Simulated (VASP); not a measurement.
An input for Ansatz (written as the equivalent of a VASP run, and not itself run):

Ansatz 0.2 input:
```yaml
crystal:
  lattice:
    - [0.0000000, 3.1595000, 3.1595000]
    - [3.1595000, 0.0000000, 3.1595000]
    - [3.1595000, 3.1595000, 0.0000000]
  atoms:
    - { symbol: Sb, position: [0.5000000, 0.5000000, 0.5000000] }
    - { symbol: Nd, position: [0.0000000, 0.0000000, 0.0000000], spin: 3 }
kpoints:
  mp_grid: { grid: [4, 4, 4] }
hamiltonian:
  xc: pbesol
  pseudopotentials: { kind: paw }
magnetization: { spin_polarized: true }
scf:
  occupations: { method: fermi_dirac, width: 0.05 }
  max_iter: 100
output: { forces: true, stress: true, eigenvalues: true }
```

Question: Write the VASP files for the same calculation (PBEsol).

Answer: One answer among several that fit: 
**POSCAR**
```
NdSb
4.4682080
  0.0000000000   0.7071067417   0.7071067417
  0.7071067417   0.0000000000   0.7071067417
  0.7071067417   0.7071067417   0.0000000000
Sb Nd
1 1
Cart
  0.7071067417   0.7071067417   0.7071067417
  0.0000000000   0.0000000000   0.0000000000
```

INCAR:
```
# general
SYSTEM  = NdSb
PREC    = Accurate
ENCUT   = 300
LREAL   = .FALSE.
LASPH   = .TRUE.

# electronic loop
EDIFF   = 1E-6
NELM    = 100
ALGO    = Normal
LMAXMIX = 6

# smearing
ISMEAR  = -1
SIGMA   = 0.05

# functional
GGA     = PS

# spin
ISPIN   = 2
MAGMOM  = 0.0 3.0

# ions
ISIF    = 2

# output
LWAVE   = .FALSE.
LCHARG  = .FALSE.
LORBIT  = 11
```

File KPOINTS:
```
Automatic mesh
0
Gamma
4 4 4
0 0 0
```

POTCAR, in this order: Sb Nd (PBE.64 set). Program: vasp_std.

The two are equivalent in intent, not identical: each code has its own PAW files, so the cut-off isn't converted (ENCUT is set for VASP's; basis.ecutwfc is left out, and Ansatz then takes the one that its files recommend); Ansatz stops its SCF on the density residual and VASP on the energy change (EDIFF).

The structure comes from a measured NdSb entry (Fm-3m) of the Crystallography Open Database, whose conditions weren't checked. The cell was not relaxed at this level. The k-mesh is coarse (spacing up to 0.43 per Å, 2π included), so the numbers may not be converged in it. The run is one of a series of settings (KPOINTS 4×4×4 Γ-centred mesh against the base run), some of them coarse on purpose.
